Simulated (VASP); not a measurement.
Here is the system:

```
PbO2
1.0
    4.91677     0.00000     0.00000
    0.00000     4.91677     0.00000
    0.00000     0.00000     3.40550
Pb O
2 4
Direct
  0.00000   0.00000   0.00000
  0.50000   0.50000   0.50000
  0.30703   0.30703   0.00000
  0.80703   0.19297   0.50000
  0.19297   0.80703   0.50000
  0.69297   0.69297   0.00000
```

The numbers are results of PBEsol GGA, VASP's PBE PAW potentials (set 64) (plane waves; VASP 6.6.1), not measurements. Run with 620 eV cut-off, 5×5×7 Γ-centred mesh, Gaussian smearing of 0.050 eV, potentials Pb_d O.

Energy and stress use the plane-wave basis of the starting cell.

**Question.** The ions, cell shape and volume at an external pressure of 10.0 GPa are relaxed. Predict the relaxed structure.

**Answer.** 
```
PbO2
1.0
    4.84751     0.00000     0.00000
    0.00000     4.84751     0.00000
    0.00000     0.00000     3.39978
Pb O
2 4
Direct
  0.00000   0.00000   0.00000
  0.50000   0.50000   0.50000
  0.30694   0.30694   0.00000
  0.80694   0.19306   0.50000
  0.19306   0.80694   0.50000
  0.69306   0.69306   0.00000
```
Space group P4_2/mnm (136), at a tolerance of 0.03 Å.

**Question.** How do energy and volume change from the first to the last step?

**Answer.** The energy (σ→0) changes by +18.3 meV/atom and the volume by -3.0 %, in 9 ionic steps.

| step | E(σ→0) (eV) | max force (eV/Å) | pressure (GPa) | volume (Å³) |
|---|---|---|---|---|
| 1 | -34.0299 | 0.015 | 4.81 | 82.33 |
| 2 | -33.6813 | 0.141 | 17.54 | 77.14 |
| 3 | -33.9233 | 0.050 | 9.95 | 79.99 |
| 4 | -33.9204 | 0.051 | 10.07 | 79.94 |
| 5 | -33.9163 | 0.008 | 10.08 | 79.84 |
| 6 | -33.9108 | 0.065 | 10.11 | 79.74 |
| 7 | -33.9121 | 0.053 | 10.12 | 79.76 |
| 8 | -33.9186 | 0.024 | 9.85 | 79.86 |
| 9 | -33.9204 | 0.015 | 9.76 | 79.89 |

The compound is PbO2 in the rutile structure. This run relaxes it under an external pressure of 10 GPa. Symmetry was kept, so distortions that lower it aren't found.
